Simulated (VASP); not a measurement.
Crystal: CdBr.

```
CELL_PARAMETERS angstrom
0.00000 3.07239 3.07239
3.07239 0.00000 3.07239
3.07239 3.07239 0.00000
ATOMIC_POSITIONS crystal
Cd 0.00000 0.00000 0.00000
Br 0.50000 0.50000 0.50000
```

The cell was built by a generator and needn't be a form met in nature.

| Property | Result |
| --- | --- |
| Program | VASP 6.6.1 |
| Task | relaxation of cell and atoms |
| Functional | revPBE |
| Dispersion | D2 |
| Potentials or basis | VASP PAW PBE potentials, release 64 (Cd, Br) |
| Cutoff | 600 eV |
| k mesh | 8 × 8 × 8 |
| Occupations | fermi-dirac, width 0.05 eV |
| Spin | no spin polarisation |

At the start: pressure 0.9 GPa; volume 29.00 Å³/atom.

Question: Where does the relaxation end?

Answer: Over 4 steps the energy falls by 3.6 meV/atom and the volume is 30.46 Å³/atom (+5.0 %); space group Fm-3m (No. 225, to 0.05 Å).

The path:
```csv
step,energy change (eV),largest force (eV/Å),pressure (GPa),volume (Å³)
1,0.0000,0.0000,0.86,58.00
2,-0.0052,0.0000,0.43,59.32
3,-0.0072,0.0000,0.05,60.70
4,-0.0073,0.0000,0.01,60.91
```

Final structure:
```
CELL_PARAMETERS angstrom
0.00000 3.12292 3.12292
3.12292 0.00000 3.12292
3.12292 3.12292 0.00000
ATOMIC_POSITIONS crystal
Cd 0.00000 0.00000 0.00000
Br 0.50000 0.50000 0.50000
```

Caveat: atom-pairwise D2, TS and ULG terms overbind metals; the PAW data sets were made with another functional, which shifts forces and pressure a little; an odd number of electrons without spin polarisation forces a metal; a magnetic or distorted state may lie lower; pairwise dispersion overbinds metals, which lowers pressure and volume.
